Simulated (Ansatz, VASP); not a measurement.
**Two plane-wave programs on Sr3BiB**

The input INCAR:

```
SYSTEM = Sr3BiB
ALGO = Normal
EDIFF = 1E-7
ENCUT = 520
GGA = PE
ISIF = 2
ISMEAR = 0
LASPH = .TRUE.
LCHARG = .TRUE.
LELF = .TRUE.
LREAL = .FALSE.
LVHAR = .TRUE.
LWAVE = .FALSE.
NBANDS = 32
NELM = 100
PREC = Accurate
SIGMA = 0.1
```

File KPOINTS:

```
k-points
0
G
  8 8 8
  0 0 0
```

File POSCAR:

```
Sr3BiB
1.0
    5.5196070133      0.0000000000      0.0000000000
    0.0000000000      5.5196070133      0.0000000000
    0.0000000000      0.0000000000      5.5196070133
Sr B Bi
3 1 1
Direct
    0.5000000000      0.0000000000      0.0000000000
    0.0000000000      0.5000000000      0.0000000000
    0.0000000000      0.0000000000      0.5000000000
    0.0000000000      0.0000000000      0.0000000000
    0.5000000000      0.5000000000      0.5000000000
```

Input for Ansatz:

```yaml
crystal:
  lattice:
    - [5.5196070133, 0.0, 0.0]
    - [0.0, 5.5196070133, 0.0]
    - [0.0, 0.0, 5.5196070133]
  atoms:
    - { symbol: Sr, position: [0.5, 0.0, 0.0] }
    - { symbol: Sr, position: [0.0, 0.5, 0.0] }
    - { symbol: Sr, position: [0.0, 0.0, 0.5] }
    - { symbol: B, position: [0.0, 0.0, 0.0] }
    - { symbol: Bi, position: [0.5, 0.5, 0.5] }
basis:
  ecutwfc: 420
kpoints:
  mp_grid: { grid: [8, 8, 8] }
  band_path:
    path:
      - [[0.0, 0.0, 0.0], [0.0, 0.5, 0.0], [0.5, 0.5, 0.0], [0.0, 0.0, 0.0], [0.5, 0.5, 0.5], [0.0, 0.5, 0.0]]
      - [[0.5, 0.5, 0.5], [0.5, 0.5, 0.0]]
    npoints: 14
hamiltonian:
  xc: pbe
scf:
  occupations: { method: gaussian, width: 0.1 }
  n_extra_bands: 12
output:
  forces: true
  stress: true
  eigenvalues: true
  populations: true
  dos: { projected: true, de: 0.02, nscf_kmesh: { grid: [10, 10, 10] } }
  bader: true
  write_density: true
  write_potential: true
  elf: true
  volumetric_format: npy
```

The cell was built by a generator and needn't be a form met in nature.

Alike in both runs: task single point; functional PBE; k mesh 8 × 8 × 8; occupations gaussian, width 0.1 eV; no spin polarisation.

|  | VASP | Ansatz |
| --- | --- | --- |
| version | VASP 6.6.1 | Ansatz 0.2.0 |
| potentials or method | VASP PAW PBE potentials, release 64 (Sr_sv, B, Bi_d) | scalar-relativistic, plane waves, PAW |
| plane-wave cutoff (eV) | 520 | 420 |
| valence electrons in the cell | 48 | 48 |

```tsv
	VASP	Ansatz	Ansatz less VASP
gap on the k mesh at the Fermi level (eV)	none	none	-
pressure (GPa)	0.1	0.0	-0.08
```

A gap of «none» marks a metal or a gap that the smearing closes.

Caveats: spin-orbit coupling is left out, which moves the levels of the heavy elements.
